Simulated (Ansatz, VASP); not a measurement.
**TaAl4: VASP beside Ansatz**

```xyz
10
Lattice="5.5724 0.0000 0.0000 0.0000 5.5724 0.0000 0.0000 0.0000 5.0367" Properties=species:S:1:pos:R:3 pbc="T T T"
Ta    2.7862    2.7862    0.0000
Ta    0.0000    0.0000    0.0000
Al    3.7549    4.6036    1.2681
Al    4.6036    1.8174    1.2681
Al    0.9688    1.8174    3.7686
Al    4.6036    3.7549    3.7686
Al    3.7549    0.9688    3.7686
Al    1.8174    4.6036    3.7686
Al    1.8174    0.9688    1.2681
Al    0.9688    3.7549    1.2681
```

Change from the starting cell: species swapped into the PtPb4 type (P4/nbm, No. 125).

Alike in both runs: task single point; functional PBE; k mesh 4 × 4 × 4; occupations gaussian, width 0.1 eV; no spin polarisation.

```csv
,VASP,Ansatz
version,VASP 6.6.1,Ansatz 0.2.0
potentials or method,"VASP PAW PBE potentials, release 64 (Ta_pv, Al)","scalar-relativistic, plane waves, PAW"
plane-wave cutoff (eV),520,420
valence electrons in the cell,46,50
```

```csv
,VASP,Ansatz,Ansatz less VASP
gap on the k mesh at the Fermi level (eV),none,none,-
rms of the force components (eV/Å),1.492,1.488,-0.0042
```

Atom by atom the forces differ by 0.004 eV/Å (rms over components). A gap of «none» marks a metal or a gap that the smearing closes. The two sets of potentials don't hold the same shells in valence.

Caveats: forces of over 1 eV/Å show positions far from the minimum, so gaps and moduli don't describe the material at rest. Spin-orbit coupling is left out, which matters for the levels of Ta.
